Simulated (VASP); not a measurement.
Method: RPBE GGA, VASP's PBE PAW potentials (set 64) (plane waves; VASP 6.6.1).

VASP input:

**KPOINTS**
```
kpoints
0
Gamma
8 8 8
```

POSCAR:
```
CdF2
1
    0.0000000000     2.7919631418     2.7919631418
    2.7919631418    -0.0000000000     2.7919631418
    2.7919631418     2.7919631418     0.0000000000
Cd F
1 2
Direct
  0.0000000000   1.0000000000   0.0000000000
  0.2500000000   0.2500000000   0.2500000000
  0.7500000000   0.7500000000   0.7500000000
```

INCAR:
```
SYSTEM = CdF2
PREC = Accurate; ENCUT = 520; LREAL = F
LASPH = T
EDIFF = 1E-7; NELM = 100; ALGO = Normal
LMAXMIX = 4
ISMEAR = -5
GGA = RP
ISIF = 2
LWAVE = F; LCHARG = T; LORBIT = 11
NEDOS = 601
LEFG = T
```

POTCAR, in this order: Cd F (PBE.64 set). Program: vasp_std.

Output of the run:

**OSZICAR**
```
       N       E                     dE             d eps       ncg     rms          rms(c)
DAV:   1     0.203165542289E+03    0.20317E+03   -0.15727E+04  1002   0.152E+03
DAV:   2    -0.316368112720E+01   -0.20633E+03   -0.20208E+03  1113   0.383E+02
DAV:   3    -0.119207468653E+02   -0.87571E+01   -0.87391E+01  1088   0.887E+01
DAV:   4    -0.119631877855E+02   -0.42441E-01   -0.42432E-01  1106   0.620E+00
DAV:   5    -0.119633576516E+02   -0.16987E-03   -0.16986E-03  1066   0.350E-01    0.964E+00
DAV:   6    -0.997547714835E+01    0.19879E+01   -0.58997E+00  1240   0.489E+01    0.662E+00
DAV:   7    -0.100455006187E+02   -0.70023E-01   -0.11367E+00   987   0.109E+01    0.373E+00
DAV:   8    -0.100484985470E+02   -0.29979E-02   -0.21337E-01  1055   0.449E+00    0.844E-01
DAV:   9    -0.100383198070E+02    0.10179E-01   -0.56124E-02  1083   0.263E+00    0.115E-01
DAV:  10    -0.100392569703E+02   -0.93716E-03   -0.41804E-03  1008   0.919E-01    0.177E-01
DAV:  11    -0.100394545859E+02   -0.19762E-03   -0.44853E-04  1075   0.218E-01    0.743E-02
DAV:  12    -0.100395203797E+02   -0.65794E-04   -0.18308E-04   998   0.128E-01    0.243E-02
DAV:  13    -0.100395231049E+02   -0.27252E-05   -0.17667E-05  1097   0.382E-02    0.106E-02
DAV:  14    -0.100395229342E+02    0.17068E-06   -0.37828E-06  1005   0.256E-02    0.240E-03
DAV:  15    -0.100395230522E+02   -0.11798E-06   -0.22566E-07   948   0.640E-03    0.452E-04
DAV:  16    -0.100395230812E+02   -0.29059E-07   -0.13397E-08   716   0.131E-03
   1 F= -.10039523E+02 E0= -.10039523E+02  d E =0.000000E+00
```

OUTCAR:
```
------------------------ aborting loop because EDIFF is reached ----------------------------------------
  FORCE on cell =-STRESS in cart. coord.  units (eV):
  Direction    XX          YY          ZZ          XY          YZ          ZX
  --------------------------------------------------------------------------------------
  Total       -0.0147613     -0.0147613     -0.0147613     -0.0000000      0.0000000      0.0000000
  in kB       -0.5433438     -0.5433438     -0.5433438     -0.0000000      0.0000000      0.0000000
  external PRESSURE =      -0.5433438 kB  Pullay stress =       0.0000000 kB
  volume of cell :       43.53
      direct lattice vectors                 reciprocal lattice vectors
     0.000000000  2.791963142  2.791963142    -0.179085459  0.179085459  0.179085459
     2.791963142  0.000000000  2.791963142     0.179085459 -0.179085459  0.179085459
     2.791963142  2.791963142  0.000000000     0.179085459  0.179085459 -0.179085459
 POSITION                                       TOTAL-FORCE (eV/Angst)
 -----------------------------------------------------------------------------------
      0.00000      0.00000      0.00000         0.000000      0.000000      0.000000
      1.39598      1.39598      1.39598        -0.000000     -0.000000     -0.000000
      4.18794      4.18794      4.18794         0.000000      0.000000      0.000000
 -----------------------------------------------------------------------------------
    total drift:                                0.000000     -0.000000      0.000000
  FREE ENERGIE OF THE ION-ELECTRON SYSTEM (eV)
  ---------------------------------------------------
  free  energy   TOTEN  =       -10.0395230812 eV

  energy  without entropy=      -10.0395230812  energy(sigma->0) =      -10.03952308

 total charge

# of ion       s       p       d       tot
------------------------------------------
    1        0.210   0.155   9.678  10.044
    2        1.742   4.335   0.000   6.077
    3        1.742   4.335   0.000   6.077
--------------------------------------------------
tot          3.695   8.825   9.678  22.198

 Electric field gradients after diagonalization (V/A^2)
 (convention: |V_zz| > |V_xx| > |V_yy|)
----------------------------------------------------------------------
 ion       V_xx      V_yy      V_zz     asymmetry (V_yy - V_xx)/ V_zz
----------------------------------------------------------------------
   1      -0.001    -0.001     0.001       0.000
   2      -0.003    -0.003     0.005       0.000
   3      -0.003    -0.003     0.005       0.000
```
(Selected blocks of OUTCAR.)

The compound is CdF2 in the fluorite structure. It was relaxed first, which changed the volume by +11 %.
